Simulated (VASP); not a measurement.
# Na4NO (P4/mmm) in VASP: reference runs, part 2 of 2

VASP 6.6.1.

### 3 Single point, PBE (atoms moved at random, drawn with an rms of 0.05 Å)

File INCAR:

```
PREC = Accurate
ENCUT = 520
EDIFF = 1E-7
ISMEAR = -1
SIGMA = 0.05
LREAL = F
LASPH = T
NELM = 100
ALGO = Normal
ISIF = 2
LWAVE = F
LCHARG = F
GGA = PE
NBANDS = 28
```

File KPOINTS:

```
regular mesh
0
Gamma
  7 7 5
```

File POSCAR:

```
Na4NO
1.0
    4.0146640000      0.0000000000      0.0000000000
    0.0000000000      4.0146640000      0.0000000000
    0.0000000000      0.0000000000      5.8748600000
Na O N
4 1 1
Direct
    0.5086920000     -0.0082130000      0.2577530000
    0.0188590000      0.5056520000      0.7371620000
    0.5061900000      0.0045880000      0.7339490000
   -0.0082340000      0.4884620000      0.2610130000
    0.5076830000      0.5231130000      0.4971410000
   -0.0026670000     -0.0010870000      0.0005480000
```

Potentials or basis: VASP PAW PBE potentials, release 64 (Na_pv, O, N).

Command:

```sh
> cat potpaw_PBE.64/Na_pv/POTCAR potpaw_PBE.64/O/POTCAR potpaw_PBE.64/N/POTCAR > POTCAR
> mpirun -np 1 vasp_std > vasp.out
```

OUTCAR:

```text
PREC = Accurate
   ENCUT = 520
   EDIFF = 1E-7
   ISMEAR = -1
   LREAL = F
   LASPH = T
   NELM = 100
   ISIF = 2
   GGA = PE

 ion  position               nearest neighbor table
   1  0.509  0.992  0.258-   5 2.35   4 2.78
   2  0.019  0.506  0.737-
   3  0.506  0.005  0.734-
   4  0.992  0.488  0.261-   1 2.78
   5  0.508  0.523  0.497-   1 2.35
   6  0.997  0.999  0.001-

  LATTYP: Found a simple tetragonal cell.
 ALAT       =     4.0146640000
 C/A-ratio  =     1.4633503576

  Lattice vectors:

 A1 = (   4.0146640000,   0.0000000000,   0.0000000000)
 A2 = (   0.0000000000,   4.0146640000,   0.0000000000)
 A3 = (   0.0000000000,   0.0000000000,   5.8748600000)

Analysis of symmetry for initial positions (statically):
=====================================================================
 Subroutine PRICEL returns:
 Original cell was already a primitive cell.

 Routine SETGRP: Setting up the symmetry group for a
 simple tetragonal supercell.

 Subroutine GETGRP returns: Found  1 space group operations
 (whereof  1 operations were pure point group operations)
 out of a pool of 16 trial point group operations.

The static configuration has the point symmetry C_1 .

Analysis of symmetry for dynamics (positions and initial velocities):
=====================================================================
 Subroutine PRICEL returns:
 Original cell was already a primitive cell.

 Routine SETGRP: Setting up the symmetry group for a
 simple tetragonal supercell.

 Subroutine GETGRP returns: Found  1 space group operations
 (whereof  1 operations were pure point group operations)
 out of a pool of 16 trial point group operations.

The dynamic configuration has the point symmetry C_1 .

 Subroutine INISYM returns: Found  1 space group operations
 (whereof  1 operations are pure point group operations),
 and found     1 'primitive' translations

----------------------------------------------------------------------------------------

                                     Primitive cell

  volume of cell :      94.6882

  direct lattice vectors                    reciprocal lattice vectors
     4.014664000  0.000000000  0.000000000     0.249086848  0.000000000  0.000000000
     0.000000000  4.014664000  0.000000000     0.000000000  0.249086848  0.000000000
     0.000000000  0.000000000  5.874860000     0.000000000  0.000000000  0.170216822

  length of vectors
     4.014664000  4.014664000  5.874860000     0.249086848  0.249086848  0.170216822

  position of ions in fractional coordinates (direct lattice)
     0.508692000  0.991787000  0.257753000
     0.018859000  0.505652000  0.737162000
     0.506190000  0.004588000  0.733949000
     0.991766000  0.488462000  0.261013000
     0.507683000  0.523113000  0.497141000
     0.997333000  0.998913000  0.000548000

  ion indices of the primitive-cell ions
   primitive index   ion index
                 1           1
                 2           2
                 3           3
                 4           4
                 5           5
[... 25 lines left out ...]

 Found    123 irreducible k-points:

 Following reciprocal coordinates:
            Coordinates               Weight
  0.000000  0.000000  0.000000      1.000000
  0.142857  0.000000  0.000000      2.000000
  0.000000  0.142857  0.000000      2.000000
  0.285714  0.000000  0.000000      2.000000
  0.000000  0.285714  0.000000      2.000000
  0.428571  0.000000  0.000000      2.000000
[... 16 lines left out ...]
  0.285714  0.428571  0.000000      2.000000
  0.428571  0.428571  0.000000      2.000000
 [... further k-points ...]
   k-points           NKPTS =    123   k-points in BZ     NKDIM =    123   number of bands    NBANDS=     28
   number of dos      NEDOS =    301   number of ions     NIONS =      6
   total plane-waves  NPLWV =  43200
   dimension x,y,z NGX =    30 NGY =   30 NGZ =   48
   dimension x,y,z NGXF=    60 NGYF=   60 NGZF=   96
   ions per type =               4   1   1
   NGX,Y,Z   is equivalent  to a cutoff of  12.42, 12.42, 13.58 a.u.
   NGXF,Y,Z  is equivalent  to a cutoff of  24.85, 24.85, 27.17 a.u.
 SYSTEM =  unknown system
   PREC   = accura    normal or accurate (medium, high low for compatibility)
   ISTART =      0    job   : 0-new  1-cont  2-samecut
   ICHARG =      2    charge: 1-file 2-atom 10-const
   ISPIN  =      1    spin polarized calculation?
   LNONCOLLINEAR =      F non collinear calculations
   LSORBIT =      F    spin-orbit coupling
   LASPH  =      T    aspherical Exc in radial PAW
   ENCUT  =  520.0 eV  38.22 Ry    6.18 a.u.   7.46  7.46 10.92*2*pi/ulx,y,z
   NELM   =    100;   NELMIN=  2; NELMDL= -5     # of ELM steps
   EDIFF  = 0.1E-06   stopping-criterion for ELM
   LREAL  =      F    real-space projection
   EDIFFG = 0.1E-05   stopping-criterion for IOM
   NSW    =      0    number of steps for IOM
   IBRION =     -1    ionic relax: 0-MD 1-quasi-New 2-CG
   NFREE  =      0    steps in history (QN), initial steepest desc. (CG)
   ISIF   =      2    stress and relaxation
   ISYM   =      2    0-nonsym 1-usesym 2-fastsym
   POTIM  = 0.5000    time-step for ionic-motion
   TEBEG  =    0.0;   TEEND  =   0.0 temperature during run
   PSTRESS=    0.0 pullay stress
   NELECT =      39.0000    total number of electrons
   NUPDOWN=      -1.0000    fix difference up-down
   EMIN   =  10.00;   EMAX   =-10.00  energy-range for DOS
   EFERMI =   0.00;   METHOD = LEGACY
   ISMEAR =    -1;   SIGMA  =   0.05  broadening in eV -4-tet -1-fermi 0-gaus
   EFERMI_NEDOS =   21; number of points for ismear=-14 and -15
   IALGO  =     38    algorithm
   IMIX   =      4    mixing-type and parameters
     AMIX     =   0.40;   BMIX     =  1.00
     AMIX_MAG =   1.60;   BMIX_MAG =  1.00
  volume/ion in A,a.u.               =      15.78       106.50
  Fermi-wavevector in a.u.,A,eV,Ry     =   1.218048  2.301777 20.186159  1.483641
  Thomas-Fermi vector in A             =   2.353348
   LORBIT       =      0    0 simple, 1 ext, 2 COOP (PROOUT), +10 PAW based schemes
   GGA     = PE    functional components
   LHFCALC =     F    Hartree Fock is set to
   AEXX    =    0.0000 exact exchange contribution
   IVDW    =     0    specifies the selected vdW correction
   LEPSILON=     F    determine dielectric tensor
   LRPA    =     F    only Hartree local field effects (RPA)
 non-spin polarized calculation
  energy-cutoff  :      520.00
  volume of cell :       94.69
 maximum number of plane-waves:      2586
 NGX is ok and might be reduce to    30
   NGX = 15   NGY = 15   NGZ = 21

 number of electron      39.0000030 magnetization

 Free energy of the ion-electron system (eV)
  ---------------------------------------------------
  ext. energy  EPLUGINS =         0.00000000
  ---------------------------------------------------
  free energy    TOTEN  =       -20.44013379 eV

  energy without entropy =      -20.38454312  energy(sigma->0) =      -20.41233845

 E-fermi :   0.6568     XC(G=0):  -8.5853

 val. band max:        0.6560870049   @ k =  -0.1429  -0.4286  -0.4000
 cond. band min:       0.6722051071   @ k =   0.1429   0.4286  -0.2000
 fundamental gap:      0.0161181022
 Fermi energy:         0.6567908292

 k-point     1 :       0.0000    0.0000    0.0000
  band No.  band energies     occupation
      1     -22.0101      2.00000
      2     -21.9927      2.00000
      3     -21.9915      2.00000
      4     -21.9324      2.00000
      5     -21.9264      2.00000
      6     -21.9043      2.00000
[... 733 lines left out ...]
     27      10.7083      0.00000
     28      10.8055      0.00000

 [... further k-points ...]

------------------------ aborting loop because EDIFF is reached ----------------------------------------

  FORCE on cell =-STRESS in cart. coord.  units (eV):
  Direction    XX          YY          ZZ          XY          YZ          ZX
  --------------------------------------------------------------------------------------
  -------------------------------------------------------------------------------------
  Total       -0.1189741     -0.0387826     -0.1583330      0.0004360      0.0420629     -0.0819632
  in kB       -2.0131080     -0.6562233     -2.6790829      0.0073781      0.7117272     -1.3868627
  external PRESSURE =      -1.7828047 kB  Pullay stress =       0.0000000 kB

 VOLUME and BASIS-vectors are now :
 -----------------------------------------------------------------------------
  energy-cutoff  :      520.00
  volume of cell :       94.69
      direct lattice vectors                 reciprocal lattice vectors
     4.014664000  0.000000000  0.000000000     0.249086848  0.000000000  0.000000000
     0.000000000  4.014664000  0.000000000     0.000000000  0.249086848  0.000000000
     0.000000000  0.000000000  5.874860000     0.000000000  0.000000000  0.170216822

 POSITION                                       TOTAL-FORCE (eV/Angst)
 -----------------------------------------------------------------------------------
      2.04223      3.98169      1.51426        -0.162082      0.074829     -0.085750
      0.07571      2.03002      4.33072        -0.126409      0.027321      0.080979
      2.03218      0.01842      4.31185         0.053442      0.066042      0.099628
      3.98161      1.96101      1.53341         0.152949      0.138060     -0.068218
      2.03818      2.10012      2.92063        -0.039953     -0.332458      0.062642
      4.00396      4.01030      0.00322         0.122052      0.026206     -0.089282
 -----------------------------------------------------------------------------------
    total drift:                                0.001018      0.002266      0.000045

  FREE ENERGIE OF THE ION-ELECTRON SYSTEM (eV)
  ---------------------------------------------------
  free  energy   TOTEN  =       -20.4401337861 eV

  energy  without entropy=      -20.3845431228  energy(sigma->0) =      -20.41233845
```

OSZICAR:

```text
N       E                     dE             d eps       ncg     rms          rms(c)
DAV:   1     0.416309296791E+03    0.41631E+03   -0.20417E+04  6896   0.167E+03
DAV:   2     0.241039166895E+02   -0.39221E+03   -0.37917E+03  7060   0.457E+02
DAV:   3    -0.235893017052E+02   -0.47693E+02   -0.46931E+02  8248   0.155E+02
DAV:   4    -0.254116637597E+02   -0.18224E+01   -0.17827E+01  7888   0.300E+01
DAV:   5    -0.254493691880E+02   -0.37705E-01   -0.37669E-01  7560   0.451E+00    0.113E+01
DAV:   6    -0.207791247898E+02    0.46702E+01   -0.23165E+01 10792   0.241E+01    0.556E+00
DAV:   7    -0.205361660687E+02    0.24296E+00   -0.12786E+00  7000   0.608E+00    0.237E+00
DAV:   8    -0.204606064607E+02    0.75560E-01   -0.26843E-01  8572   0.262E+00    0.150E+00
DAV:   9    -0.204368828035E+02    0.23724E-01   -0.12529E-01  7160   0.194E+00    0.367E-01
DAV:  10    -0.204386313560E+02   -0.17486E-02   -0.69539E-03  7460   0.504E-01    0.180E-01
DAV:  11    -0.204401613257E+02   -0.15300E-02   -0.33886E-03  7064   0.282E-01    0.853E-02
DAV:  12    -0.204401184273E+02    0.42898E-04   -0.65888E-04  7604   0.119E-01    0.206E-02
DAV:  13    -0.204401319680E+02   -0.13541E-04   -0.45220E-05  7060   0.384E-02    0.102E-02
DAV:  14    -0.204401337806E+02   -0.18126E-05   -0.39389E-06  7752   0.110E-02    0.685E-03
DAV:  15    -0.204401337907E+02   -0.10137E-07   -0.19426E-06  6252   0.760E-03    0.222E-03
DAV:  16    -0.204401337861E+02    0.45961E-08   -0.16392E-07  5948   0.229E-03
   1 F= -.20440134E+02 E0= -.20412338E+02  d E =-.555907E-01
```

Wall time 2.7 min (1 thread of AMD EPYC 9R45 (Zen 5), shared host); peak memory 0.35 GiB.

Results:

- Free energy: -20.4401 eV
- Pressure: -0.2 GPa
- Largest force: 0.341 eV/Å
- Band gap on the k mesh: none (metal or under the smearing width)

Forces on the atoms (eV/Å):
```
Na  -0.162  0.075 -0.086
Na  -0.126  0.027  0.081
Na   0.053  0.066  0.100
Na   0.153  0.138 -0.068
O   -0.040 -0.332  0.063
N    0.122  0.026 -0.089
```

Levels at points of the mesh, in eV from the Fermi level:
```tsv
k point	band 18	band 19	band 20	band 21	band 22	band 23
(0.00, 0.00, 0.00)	-0.08	0.10	0.10	1.49	3.97	7.85
```

Caveat: an odd number of electrons without spin polarisation forces a metal; a magnetic or distorted state may lie lower.
